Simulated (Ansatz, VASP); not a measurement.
# Cross-check of Si3N4 between VASP and Ansatz, part 2 of 3

Aim: how closely do two programs agree when they are given the same cell, functional and k mesh?

VASP 6.6.1 and Ansatz 0.2.0.

So far: Set-up; Ansatz: dielectric response, PBEsol.

## 3. VASP: dielectric response, PBEsol

Level of this step: PBEsol; plane waves and PAW (Si, N) (VASP).

The same cell, functional and mesh now go to VASP, with its own data sets and cutoff.

Lines of VASP's logs that name or quote its potential files are left out, and so is its time.

File INCAR:

```
SYSTEM = Si3N4
PREC = Accurate
ENCUT = 520
EDIFF = 1E-08
NELM = 120
ISMEAR = 0
SIGMA = 0.02
LREAL = .FALSE.
ALGO = Normal
GGA = PS
NBANDS = 46
LWAVE = .FALSE.
LCHARG = .FALSE.
KPAR = 12
LEPSILON = .TRUE.
```

File POSCAR:

```
Si3N4
1.0
    7.6093012500      0.0000000000      0.0000000000
   -3.8046506300      6.5898481900      0.0000000000
    0.0000000000      0.0000000000      2.9079000000
Si N
6 8
Direct
    0.1742000000      0.7678000000      0.2500000000
    0.4064000000      0.1742000000      0.7500000000
    0.2322000000      0.4064000000      0.2500000000
    0.8258000000      0.2322000000      0.7500000000
    0.5936000000      0.8258000000      0.2500000000
    0.7678000000      0.5936000000      0.7500000000
    0.3333333330      0.6666666670      0.2500000000
    0.6666666670      0.3333333330      0.7500000000
    0.3290000000      0.0390000000      0.2500000000
    0.2900000000      0.3290000000      0.7500000000
    0.9610000000      0.2900000000      0.2500000000
    0.6710000000      0.9610000000      0.7500000000
    0.7100000000      0.6710000000      0.2500000000
    0.0390000000      0.7100000000      0.7500000000
```

File KPOINTS:

```
Automatic mesh
0
Gamma
4 4 8
0 0 0
```

Potentials, in the order of the species: Si and N (PBE family, release 64).

Started as:

```
$ mpirun -np 12 vasp_std
```

The log of the run:

```text
[banner, memory and clock lines left out]
running   12 mpi-ranks, on    1 nodes
 distrk:  each k-point on    1 cores,   12 groups
 distr:  one band on    1 cores,    1 groups

 POSCAR found type information on POSCAR SiN
 POSCAR found :  2 types and      14 ions
|                                                                             |
|           W    W    AA    RRRRR   N    N  II  N    N   GGGG   !!!           |
|           W    W   A  A   R    R  NN   N  II  NN   N  G    G  !!!           |
|           W    W  A    A  R    R  N N  N  II  N N  N  G       !!!           |
|           W WW W  AAAAAA  RRRRR   N  N N  II  N  N N  G  GGG   !            |
|           WW  WW  A    A  R   R   N   NN  II  N   NN  G    G                |
|           W    W  A    A  R    R  N    N  II  N    N   GGGG   !!!           |
|                                                                             |
|     For optimal performance we recommend to set                             |
|       NCORE = 2 up to number-of-cores-per-socket                            |
|     NCORE specifies how many cores store one orbital (NPAR=cpu/NCORE).      |
|     This setting can greatly improve the performance of VASP for DFT.       |
|     The default, NCORE=1 might be grossly inefficient on modern             |
|     multi-core architectures or massively parallel machines. Do your        |
|     Unfortunately you need to use the default for GW and RPA                |
|     calculations (for HF NCORE is supported but not extensively tested      |
|     yet).                                                                   |
|                                                                             |

|                                                                             |
|               ----> ADVICE to this user running VASP <----                  |
|                                                                             |
|     You enforced a specific xc type in the INCAR file but a different       |
|     [... a line on the potential file left out ...]
|     I HOPE YOU KNOW WHAT YOU ARE DOING!                                     |
|                                                                             |

 LDA part: xc-table for (Slater+PW92), standard interpolation
 POSCAR, INCAR and KPOINTS ok, starting setup
 FFT: planning ... GRIDC
 FFT: planning ... GRID_SOFT
 FFT: planning ... GRID
 WAVECAR not read
 entering main loop
       N       E                     dE             d eps       ncg     rms          rms(c)
DAV:   1     0.273258373502E+03    0.27326E+03   -0.31512E+04  1840   0.129E+03
DAV:   2    -0.113310413706E+03   -0.38657E+03   -0.36717E+03  2330   0.275E+02
DAV:   3    -0.135836585764E+03   -0.22526E+02   -0.22364E+02  2320   0.690E+01
DAV:   4    -0.136179139026E+03   -0.34255E+00   -0.34142E+00  2312   0.918E+00
DAV:   5    -0.136187344531E+03   -0.82055E-02   -0.81982E-02  2264   0.136E+00    0.293E+01
DAV:   6    -0.120364885161E+03    0.15822E+02   -0.52935E+01  2234   0.288E+01    0.135E+01
DAV:   7    -0.120124721189E+03    0.24016E+00   -0.29270E+00  2312   0.684E+00    0.623E+00
DAV:   8    -0.120017219891E+03    0.10750E+00   -0.18000E-01  2238   0.205E+00    0.205E+00
DAV:   9    -0.120003569862E+03    0.13650E-01   -0.32480E-02  2344   0.876E-01    0.301E-01
DAV:  10    -0.120004828373E+03   -0.12585E-02   -0.24282E-03  2152   0.226E-01    0.151E-01
DAV:  11    -0.120005376089E+03   -0.54772E-03   -0.67224E-04  2132   0.126E-01    0.199E-02
DAV:  12    -0.120005394853E+03   -0.18764E-04   -0.32428E-05  2306   0.275E-02    0.118E-02
DAV:  13    -0.120005418065E+03   -0.23212E-04   -0.30510E-05  2068   0.207E-02    0.792E-03
DAV:  14    -0.120005419056E+03   -0.99143E-06   -0.16073E-06  2380   0.572E-03    0.347E-03
DAV:  15    -0.120005419769E+03   -0.71243E-06   -0.11811E-06  2068   0.417E-03    0.102E-03
DAV:  16    -0.120005419767E+03    0.21300E-08   -0.62300E-08  2258   0.110E-03
   1 F= -.12000542E+03 E0= -.12000542E+03  d E =-.348674E-23
 Linear response reoptimize wavefunctions to high precision
DAV:   1    -0.120005419761E+03    0.57189E-08   -0.48060E-09  1576   0.364E-04
DAV:   2    -0.120005419761E+03   -0.24738E-09   -0.10339E-09  1346   0.164E-04
DAV:   3    -0.120005419761E+03   -0.30923E-10   -0.19215E-10  1280   0.653E-05
 Linear response G [H, r] |phi>, progress :
  Direction:   1
       N       E                     dE             d eps       ncg     rms
RMM:   1    -0.294549265955E+03   -0.29455E+03    0.28240E+00  4601   0.941E+01
RMM:   2    -0.233295125778E+03    0.61254E+02   -0.27611E+01  3215   0.248E+01
RMM:   3    -0.233647075653E+03   -0.35195E+00   -0.69133E-01  3318   0.326E+00
[...]
RMM:   1    -0.295414780529E+03   -0.29541E+03   -0.42841E+00  4622   0.940E+01
RMM:   2    -0.234011849875E+03    0.61403E+02   -0.27710E+01  3218   0.248E+01
RMM:   3    -0.234359642815E+03   -0.34779E+00   -0.64859E-01  3323   0.325E+00
RMM:   4    -0.234374731183E+03   -0.15088E-01   -0.19575E-02  3454   0.585E-01
RMM:   5    -0.234375125381E+03   -0.39420E-03   -0.12699E-03  3485   0.125E-01
RMM:   6    -0.234375139305E+03   -0.13924E-04   -0.28460E-05  3533   0.325E-02
RMM:   7    -0.234375138209E+03    0.10960E-05    0.42227E-05  3566   0.147E-02
RMM:   8    -0.234375137315E+03    0.89398E-06    0.67052E-05  3607   0.114E-02
[...]
RMM:   3    -0.141110738622E+01   -0.53079E-03   -0.65333E-04  3270   0.766E-02
RMM:   4    -0.141112790547E+01   -0.20519E-04   -0.31445E-05  3371   0.147E-02
RMM:   5    -0.141112880000E+01   -0.89454E-06   -0.22456E-06  3390   0.331E-03
RMM:   6    -0.141112886524E+01   -0.65238E-07   -0.69205E-07  3365   0.116E-03
RMM:   7    -0.141112887347E+01   -0.82251E-08   -0.63393E-07  3138   0.782E-04
RMM:   8    -0.141112887385E+01   -0.38055E-09   -0.61821E-07  3002   0.716E-04
RMM:   9    -0.141112887290E+01    0.95024E-09   -0.82913E-07  2972   0.708E-04
RMM:  10    -0.141112887198E+01    0.91940E-09   -0.28652E-07  2993   0.707E-04
RMM:  11    -0.141112887400E+01   -0.20258E-08   -0.55419E-07  3020   0.708E-04
 change of polarisation eV/A/(eV/A) component  2 :    -0.051     2.822    -0.056
 dielectric tensor                  component  2 :    -0.063     4.502    -0.069
 Linear response to external field (no local field effect), progress :
  Direction:   3
       N       E                     dE             d eps       ncg     rms          rms(c)
RMM:   1    -0.138343753488E+01   -0.13834E+01   -0.48307E+00  3402   0.373E+00
RMM:   2    -0.141398829493E+01   -0.30551E-01   -0.21280E-02  3125   0.541E-01
RMM:   3    -0.141438822185E+01   -0.39993E-03   -0.52279E-04  3258   0.691E-02
RMM:   4    -0.141440379120E+01   -0.15569E-04   -0.23547E-05  3378   0.131E-02
RMM:   5    -0.141440448675E+01   -0.69555E-06   -0.17107E-06  3379   0.297E-03
RMM:   6    -0.141440454500E+01   -0.58249E-07   -0.45208E-07  3273   0.107E-03
RMM:   7    -0.141440455029E+01   -0.52921E-08   -0.38793E-07  3042   0.726E-04
RMM:   8    -0.141440455097E+01   -0.68216E-09   -0.38607E-07  2936   0.666E-04
RMM:   9    -0.141440455040E+01    0.57665E-09   -0.34021E-07  2928   0.656E-04
RMM:  10    -0.141440454957E+01    0.82890E-09   -0.70806E-07  2880   0.655E-04
RMM:  11    -0.141440455043E+01   -0.85902E-09   -0.52974E-07  2907   0.656E-04
 change of polarisation eV/A/(eV/A) component  3 :    -0.063    -0.056     2.829
 dielectric tensor                  component  3 :    -0.078    -0.069     4.511
 Linear response to external field, progress :
  Direction:   1
       N       E                     dE             d eps       ncg     rms          rms(c)
RMM:   1    -0.135582139240E+01   -0.13558E+01   -0.46513E+00  8708   0.377E+00
RMM:   2    -0.139362924773E+01   -0.37808E-01   -0.26098E-02  7902   0.590E-01    0.187E+00
RMM:   3    -0.135052636198E+01    0.43103E-01   -0.42504E-02  8126   0.741E-01    0.109E+00
RMM:   4    -0.139142029265E+01   -0.40894E-01   -0.44301E-02  8317   0.772E-01    0.193E-01
RMM:   5    -0.140444138741E+01   -0.13021E-01   -0.12679E-03  8469   0.148E-01    0.691E-02
RMM:   6    -0.140779060353E+01   -0.33492E-02   -0.24520E-04  8407   0.578E-02    0.155E-02
RMM:   7    -0.140882240469E+01   -0.10318E-02   -0.18133E-05  8485   0.154E-02    0.774E-03
RMM:   8    -0.140915106325E+01   -0.32866E-03   -0.88722E-06  8088   0.830E-03    0.124E-03
RMM:   9    -0.140917081339E+01   -0.19750E-04   -0.15615E-05  8779   0.199E-03    0.603E-04
RMM:  10    -0.140917722764E+01   -0.64143E-05   -0.29715E-06  8491   0.131E-03    0.147E-04
RMM:  11    -0.140917695170E+01    0.27594E-06   -0.43109E-06  8912   0.795E-04    0.559E-05
RMM:  12    -0.140917636046E+01    0.59124E-06   -0.60529E-06  8396   0.717E-04    0.163E-05
RMM:  13    -0.140917607434E+01    0.28612E-06   -0.41958E-06  7631   0.694E-04    0.635E-06
 change of polarisation eV/A/(eV/A) component  1 :     2.631     0.000     0.010
 dielectric tensor                  component  1 :     4.265     0.000     0.013
 Linear response to external field, progress :
  Direction:   2
       N       E                     dE             d eps       ncg     rms          rms(c)
RMM:   1    -0.135587032512E+01   -0.13559E+01   -0.46518E+00  8699   0.377E+00
RMM:   2    -0.139362948071E+01   -0.37759E-01   -0.26102E-02  7909   0.590E-01    0.187E+00
RMM:   3    -0.135052496462E+01    0.43105E-01   -0.42473E-02  8123   0.741E-01    0.109E+00
RMM:   4    -0.139141239005E+01   -0.40887E-01   -0.44217E-02  8306   0.772E-01    0.193E-01
RMM:   5    -0.140443731852E+01   -0.13025E-01   -0.12637E-03  8466   0.148E-01    0.691E-02
RMM:   6    -0.140779138358E+01   -0.33541E-02   -0.24134E-04  8370   0.578E-02    0.155E-02
RMM:   7    -0.140882223710E+01   -0.10309E-02   -0.10139E-05  8512   0.154E-02    0.773E-03
RMM:   8    -0.140915037617E+01   -0.32814E-03    0.17247E-05  8057   0.830E-03    0.125E-03
RMM:   9    -0.140917072917E+01   -0.20353E-04    0.66431E-06  8752   0.200E-03    0.605E-04
RMM:  10    -0.140917699237E+01   -0.62632E-05   -0.43740E-06  8510   0.131E-03    0.147E-04
RMM:  11    -0.140917707293E+01   -0.80554E-07   -0.58476E-06  8931   0.790E-04    0.551E-05
RMM:  12    -0.140917636707E+01    0.70586E-06   -0.28763E-06  8365   0.711E-04    0.161E-05
RMM:  13    -0.140917603437E+01    0.33270E-06   -0.44747E-06  7627   0.690E-04    0.627E-06
 change of polarisation eV/A/(eV/A) component  2 :    -0.000     2.631    -0.055
 dielectric tensor                  component  2 :    -0.000     4.265    -0.068
 Linear response to external field, progress :
  Direction:   3
       N       E                     dE             d eps       ncg     rms          rms(c)
RMM:   1    -0.138343753488E+01   -0.13834E+01   -0.48307E+00  3402   0.373E+00
RMM:   2    -0.141398784007E+01   -0.30550E-01   -0.21276E-02  3121   0.541E-01    0.193E+00
RMM:   3    -0.137687348877E+01    0.37114E-01   -0.36038E-02  3207   0.699E-01    0.113E+00
RMM:   4    -0.142879687422E+01   -0.51923E-01   -0.47450E-02  3299   0.811E-01    0.167E-01
RMM:   5    -0.143840632213E+01   -0.96094E-02   -0.10942E-03  3340   0.154E-01    0.266E-02
RMM:   6    -0.143928305365E+01   -0.87673E-03   -0.17664E-05  3438   0.189E-02    0.118E-02
RMM:   7    -0.144003599921E+01   -0.75295E-03   -0.24519E-06  3386   0.761E-03    0.134E-03
RMM:   8    -0.144007740129E+01   -0.41402E-04   -0.51870E-07  3461   0.183E-03    0.462E-04
RMM:   9    -0.144007794632E+01   -0.54503E-06   -0.35709E-07  3480   0.106E-03    0.826E-05
RMM:  10    -0.144007954141E+01   -0.15951E-05   -0.32323E-07  3363   0.661E-04    0.227E-05
RMM:  11    -0.144007936203E+01    0.17938E-06   -0.12156E-07  3020   0.623E-04    0.110E-05
RMM:  12    -0.144007951319E+01   -0.15116E-06   -0.62163E-07  2985   0.620E-04    0.286E-06
 change of polarisation eV/A/(eV/A) component  3 :    -0.063    -0.055     2.684
 dielectric tensor                  component  3 :    -0.078    -0.069     4.331
 Born effective charges drift removed
```

(Continued in part 3 of 3.)

[Lines on the potential files, build, host, timing and source positions are cut from VASP's logs without a mark.]

[Logs are printed without paths, hosts, clocks, repeated set-up lines and the standing remarks that a program may print on its own settings, such as how far it seeks lower states.]

[Hosts, paths, dates, database ids (printed as entryN), source tags and the programs' standing remarks are cut or masked in the printed files.]
